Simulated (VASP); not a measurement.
ZnS (zinc blende), at 1.04 of the tabulated volume:

```
ZnS
1.0
    0.00000     2.74060     2.74060
    2.74060     0.00000     2.74060
    2.74060     2.74060     0.00000
Zn S
1 1
Direct
  0.00000   0.00000   0.00000
  0.25000   0.25000   0.25000
```

The lowest empty band near Γ, direction [111], from PBE with spin-orbit coupling in VASP (PAW); its two spin partners are averaged. The gap over the points computed is 1.91 eV, and the next band on that side lies 4.39 eV away at the edge.

Numerical set-up: 400 eV cut-off, 9×9×9 Γ-centred mesh, Gaussian smearing of 0.050 eV, potentials Zn S.

```json
[
 {"distance from the edge in k (1/Å)": "0.012", "distance in energy (meV)": "3.4"},
 {"distance from the edge in k (1/Å)": "0.018", "distance in energy (meV)": "7.6"},
 {"distance from the edge in k (1/Å)": "0.025", "distance in energy (meV)": "14.6"},
 {"distance from the edge in k (1/Å)": "0.035", "distance in energy (meV)": "28.2"},
 {"distance from the edge in k (1/Å)": "0.050", "distance in energy (meV)": "56.5"},
 {"distance from the edge in k (1/Å)": "0.070", "distance in energy (meV)": "107.1"}
]
```

Question: Fit E(1 + αE) = ħ²k²/2m* (ħ²/2m0 = 3.810 eV Å²) and predict the row at 0.095 1/Å.

Answer: Least squares on the energies gives the electron mass m* = 0.162 m0 and α = 0.70 per eV, and so 187.4 meV. The run gave 187.2 meV, -0.2 meV from the fit.

Left out are points under 3 meV from the edge, since the levels carry 0.1 meV, and points farther than half the way to the next band.

The compound is ZnS in the zinc blende structure. The cell was not relaxed at this level.
